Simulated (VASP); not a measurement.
OSZICAR of a VASP run on AlN (wurtzite):

### OSZICAR
```
       N       E                     dE             d eps       ncg     rms          rms(c)
DAV:   1     0.587208535089E+02    0.58721E+02   -0.75544E+03   720   0.119E+03
DAV:   2    -0.265509560823E+02   -0.85272E+02   -0.78658E+02  1028   0.227E+02
DAV:   3    -0.306983690094E+02   -0.41474E+01   -0.41271E+01   932   0.552E+01
DAV:   4    -0.307332301209E+02   -0.34861E-01   -0.34849E-01   828   0.581E+00
DAV:   5    -0.307337458088E+02   -0.51569E-03   -0.51567E-03   912   0.715E-01    0.124E+01
DAV:   6    -0.257366140736E+02    0.49971E+01   -0.17710E+01   860   0.323E+01    0.420E+00
DAV:   7    -0.257412212135E+02   -0.46071E-02   -0.69232E-01   792   0.656E+00    0.289E+00
DAV:   8    -0.257253226595E+02    0.15899E-01   -0.88056E-02   812   0.310E+00    0.470E-01
DAV:   9    -0.257204224647E+02    0.49002E-02   -0.20146E-02   920   0.107E+00    0.235E-01
DAV:  10    -0.257208501839E+02   -0.42772E-03   -0.19604E-03   828   0.349E-01    0.134E-01
DAV:  11    -0.257207865145E+02    0.63669E-04   -0.16207E-04   852   0.109E-01    0.325E-02
DAV:  12    -0.257207877332E+02   -0.12187E-05   -0.51071E-06   828   0.225E-02    0.522E-03
DAV:  13    -0.257207877051E+02    0.28087E-07   -0.34388E-06   856   0.145E-02    0.311E-03
DAV:  14    -0.257207878389E+02   -0.13376E-06   -0.15539E-07   520   0.389E-03    0.769E-04
DAV:  15    -0.257207878513E+02   -0.12374E-07   -0.19242E-08   412   0.153E-03
   1 F= -.25720788E+02 E0= -.25720788E+02  d E =-.257208E+02
```

### Question
Which electronic solver shows in the log?

### Answer
It is blocked Davidson (ALGO = Normal, or the opening steps of other solvers). The INCAR had ALGO = Normal.

### Question
Can the final energy be trusted as converged?

### Answer
Self-consistency was reached. It stopped with EDIFF = 1E-7, NELM = 100, NSW = 30 and EDIFFG = -0.01 after 1 ionic step (rev-vdW-DF2, plane waves, VASP's PBE PAW potentials (set 64)).

The compound is AlN in the wurtzite structure. This cell is one point of a volume scan, at 0.97 of the reference volume.
